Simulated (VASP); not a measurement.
Input:

```yaml
crystal:
  lattice:
    - [2.83664, 0.00000, 0.00000]
    - [0.00000, 2.83664, 0.00000]
    - [0.00000, 0.00000, 2.83664]
  atoms:
    - { symbol: Ga, position: [0.50000, 0.50000, 0.50000] }
    - { symbol: Co, position: [0.00000, 0.00000, 0.00000] }
```

These are AM05 GGA, VASP's PBE PAW potentials (set 64) (plane waves; VASP) values and carry that method's errors. Run with 520 eV cut-off, 14×14×14 Γ-centred mesh, tetrahedra with Blöchl corrections, potentials Ga_d Co.

### Question
Predict the energy per atom (σ→0), band gap (on the k-mesh) with the smallest direct gap where there is one.

### Answer

| Property | Result |
|---|---|
| band gap (on the k-mesh) | none (metal, semimetal or under 0.01 eV) |
| energy per atom (σ→0) | -5.669 eV/atom |

The absolute energy has meaning only against runs of the same code, potentials and settings.

The compound is CoGa in the CsCl type structure. It was relaxed first. The run is not spin-polarised, so no magnetic state was tried.
